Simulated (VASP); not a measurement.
An input for Ansatz (written as the equivalent of a VASP run, and not itself run):

Ansatz 0.2 input:
```yaml
crystal:
  lattice:
    - [3.1639445, 0.0000000, 0.0000000]
    - [-1.5819722, 2.7400561, 0.0000000]
    - [0.0000000, 0.0000000, 6.5502378]
  atoms:
    - { symbol: Sn, position: [0.0000000, 0.0000000, 0.0000000] }
    - { symbol: Sn, position: [0.0000000, 0.0000000, 0.5000000] }
    - { symbol: O, position: [0.3333330, 0.6666670, 0.2500000] }
    - { symbol: O, position: [0.6666670, 0.3333330, 0.7500000] }
kpoints:
  mp_grid: { grid: [11, 11, 5] }
hamiltonian:
  xc: pbesol
  pseudopotentials: { kind: paw }
scf:
  occupations: { method: methfessel_paxton, width: 0.1 }
  max_iter: 100
relax:
  max_steps: 40
  f_tol: 0.02
  cell: { p_target: 10 }
output: { forces: true, stress: true, eigenvalues: true }
```

Write the VASP files for the same calculation (PBEsol).

Several could match; the one computed here: 
**INCAR**
```
SYSTEM = SnO
PREC = Accurate; ENCUT = 620; LREAL = .FALSE.
LASPH = .TRUE.
EDIFF = 1E-6; NELM = 100; ALGO = Normal
LMAXMIX = 4
ISMEAR = 1; SIGMA = 0.1
GGA = PS
IBRION = 2; NSW = 40; ISIF = 3
EDIFFG = -0.02; PSTRESS = 100
LWAVE = .FALSE.; LCHARG = .FALSE.
```

**KPOINTS**
```
Automatic mesh
0
Gamma
11 11 5
0 0 0
```

### POSCAR
```
SnO
1.0
  3.1639444936   0.0000000000   0.0000000000
 -1.5819722467   2.7400560778   0.0000000000
  0.0000000000   0.0000000000   6.5502377659
Sn O
2 2
Cart
  0.0000000000   0.0000000000   0.0000000000
  0.0000000000   0.0000000000   3.2751188830
 -0.0000015819   1.8267049652   1.6375594415
  1.5819738288   0.9133511126   4.9126783244
```

POTCAR, in this order: Sn_d O (PBE.64 set). Program: vasp_std.

The two are equivalent in intent, not identical: each code has its own PAW files, so the cut-off isn't converted (ENCUT is set for VASP's; basis.ecutwfc is left out, and Ansatz then takes the one that its files recommend); Ansatz stops its SCF on the density residual and VASP on the energy change (EDIFF).

The structure was generated: SnO was put into the NiAs type type (P6_3/mmc), which need not be its known phase. It was relaxed first under an external pressure of 10 GPa.
